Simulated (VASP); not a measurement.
A convergence study with VASP on RbCl (rock salt): one setting is varied, all else stays as given below, so the limit is that of these other settings. Each run relaxes cell and ions from the cell shown. The basis is that of the starting cell, so low cut-offs carry a Pulay error.

```yaml
crystal:
  lattice:
    - [0.00000, 3.29000, 3.29000]
    - [3.29000, 0.00000, 3.29000]
    - [3.29000, 3.29000, 0.00000]
  atoms:
    - { symbol: Rb, position: [0.00000, 0.00000, 0.00000] }
    - { symbol: Cl, position: [0.50000, 0.50000, 0.50000] }
```

Method: PBE GGA, VASP's PBE PAW potentials (set 64) (plane waves; VASP). The tightest run used: 700 eV cut-off, 6×6×6 Γ-centred mesh, Gaussian smearing of 0.050 eV, potentials Rb_sv Cl.

Gaps are read on the run's mesh, which can miss a band edge.

Q: The settings run are ENCUT = 150; ENCUT = 200; ENCUT = 250; ENCUT = 300; ENCUT = 350; ENCUT = 400; ENCUT = 450; ENCUT = 500; ENCUT = 600; ENCUT = 650; ENCUT = 700. From which on does the relaxed volume stay within 0.1 Å³/atom of the tightest run?

A: From ENCUT = 600 on: it is off by 0.013 there and by no more than 0.1 in any finer run, while ENCUT = 500 is off by 0.108.
```json
[
 {"setting": "ENCUT = 150", "relaxed volume (Å³/atom)": "27.071", "E (eV/atom)": "-3.9082", "gap on the mesh (eV)": "5.821", "plane waves": "310", "difference judged (Å³/atom)": "10.584"},
 {"setting": "ENCUT = 200", "relaxed volume (Å³/atom)": "31.812", "E (eV/atom)": "-3.3749", "gap on the mesh (eV)": "5.362", "plane waves": "471", "difference judged (Å³/atom)": "5.843"},
 {"setting": "ENCUT = 250", "relaxed volume (Å³/atom)": "35.146", "E (eV/atom)": "-3.3315", "gap on the mesh (eV)": "5.038", "plane waves": "650", "difference judged (Å³/atom)": "2.509"},
 {"setting": "ENCUT = 300", "relaxed volume (Å³/atom)": "37.023", "E (eV/atom)": "-3.3353", "gap on the mesh (eV)": "4.878", "plane waves": "869", "difference judged (Å³/atom)": "0.632"},
 {"setting": "ENCUT = 350", "relaxed volume (Å³/atom)": "37.610", "E (eV/atom)": "-3.3379", "gap on the mesh (eV)": "4.829", "plane waves": "1067", "difference judged (Å³/atom)": "0.045"},
 {"setting": "ENCUT = 400", "relaxed volume (Å³/atom)": "37.602", "E (eV/atom)": "-3.3376", "gap on the mesh (eV)": "4.829", "plane waves": "1308", "difference judged (Å³/atom)": "0.053"},
 {"setting": "ENCUT = 450", "relaxed volume (Å³/atom)": "37.530", "E (eV/atom)": "-3.3372", "gap on the mesh (eV)": "4.835", "plane waves": "1572", "difference judged (Å³/atom)": "0.125"},
 {"setting": "ENCUT = 500", "relaxed volume (Å³/atom)": "37.547", "E (eV/atom)": "-3.3374", "gap on the mesh (eV)": "4.835", "plane waves": "1821", "difference judged (Å³/atom)": "0.108"},
 {"setting": "ENCUT = 600", "relaxed volume (Å³/atom)": "37.642", "E (eV/atom)": "-3.3380", "gap on the mesh (eV)": "4.827", "plane waves": "2421", "difference judged (Å³/atom)": "0.013"},
 {"setting": "ENCUT = 650", "relaxed volume (Å³/atom)": "37.656", "E (eV/atom)": "-3.3380", "gap on the mesh (eV)": "4.826", "plane waves": "2733", "difference judged (Å³/atom)": "0.000"},
 {"setting": "ENCUT = 700", "relaxed volume (Å³/atom)": "37.655", "E (eV/atom)": "-3.3380", "gap on the mesh (eV)": "4.826", "plane waves": "3024", "difference judged (Å³/atom)": "0.000"}
]
```

Left out are rungs that failed or repeat a setting and relaxations that didn't move; long series are thinned to 24 rows.

The compound is RbCl in the rock salt structure.
